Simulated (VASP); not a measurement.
Set up this calculation in VASP 6.6.1, as the native input.

```yaml
Task: single point
Functional: PBE
Dispersion: D3(BJ)
Potentials_or_basis: VASP PAW PBE potentials, release 64 (S, O, C, H)
Cutoff: 520 eV
k_mesh: 1 × 1 × 1
Occupations: fermi-dirac, width 0.02 eV
Spin: no spin polarisation
Dipole_correction: no
Further_INCAR_settings: LREAL = Auto; ALGO = Normal; EDIFF = 1e-07; NBANDS = 74
```

The structure of H4CSO2 lies in POSCAR:

```
H4CSO2
1.0
    7.5966740000      0.0000000000      0.0000000000
    0.0000000000      7.5966740000      0.0000000000
    0.0000000000      0.0000000000      7.5966740000
S O C H
4 8 4 16
Direct
    0.7325969233      0.9608810382      0.9162167549
   -0.0374900911      0.6141898415      0.3888938765
    1.0480376017      0.1039797153      0.3319742298
    0.2939181015      0.2937206467      0.8402492986
    0.6293938637      0.8756726957      1.0496172404
    0.8371031849      0.8596393632      0.7869233299
    0.1222903602      0.5426980281      0.3156512969
   -0.0913294423      0.7974805816      0.3518908406
    1.1229388019      0.1443658106      0.1622947095
    0.9007231323      0.2160945698      0.3899469689
    0.1359410711      0.2917592620      0.7283450626
    0.4265550950      0.1588063408      0.8129083860
    0.5276388061      0.2787404067      0.3502453837
    0.2468711965      0.7149049703      0.8774234619
    0.4693238120      0.7953085785      0.4967173792
    0.8097491086      0.4331895774      0.9280508812
    0.4263313129      0.2677750816      0.4544883721
    0.5283101526      0.1692977743      0.2615749998
    0.6541283725      0.2693942112      0.4342163426
    0.5135405310      0.4032159337      0.2808729189
    0.2211757409      0.8578359424      0.8701044694
    0.3233257081      0.6913946814      0.9924869752
    0.3436898832      0.6905653711      0.7651506436
    0.1219086142      0.6425706829      0.8807407031
    0.4829087045      0.9096744180      0.5833079055
    0.3315003382      0.7557517935      0.4866603464
    0.5718291979      0.6957913424      0.5423557731
    0.5110262728      0.8376955494      0.3641725313
    0.7525530252      0.4350719802      0.7870154755
    0.9186915221      0.5214387244      0.9428863210
    0.8497008033      0.2985517083      0.9582088161
    0.6969365804      0.4564760841      1.0141280250
```

The cell was built by a generator and needn't be a form met in nature.

One way to write it, as run:

INCAR

```
PREC = Accurate
ENCUT = 520
EDIFF = 1E-7
ISMEAR = -1
SIGMA = 0.02
LREAL = Auto
LASPH = True
NELM = 80
ALGO = Normal
ISIF = 2
LWAVE = False
LCHARG = True
GGA = PE
IVDW = 12
LELF = True
LVHAR = True
NBANDS = 74
```

KPOINTS

```
Automatic mesh
0
Gamma
  1 1 1
```

Potentials or basis: VASP PAW PBE potentials, release 64 (S, O, C, H).

The run is started by

```sh
$ cat potpaw_PBE.64/S/POTCAR potpaw_PBE.64/O/POTCAR potpaw_PBE.64/C/POTCAR potpaw_PBE.64/H/POTCAR > POTCAR
$ mpirun -np 1 vasp_gam > vasp.out
```

Results of the run:

```yaml
Pressure: -0.8 GPa
Largest_force: 2.634 eV/Å
Band_gap_on_the_k_mesh: 2.67 eV, direct
Dispersion_energy_per_atom: -0.055 eV
```

Run time: 60 s on 1 thread of AMD EPYC 7R13 Processor (Zen 3), with other jobs on the host, peak memory 0.36 GiB.
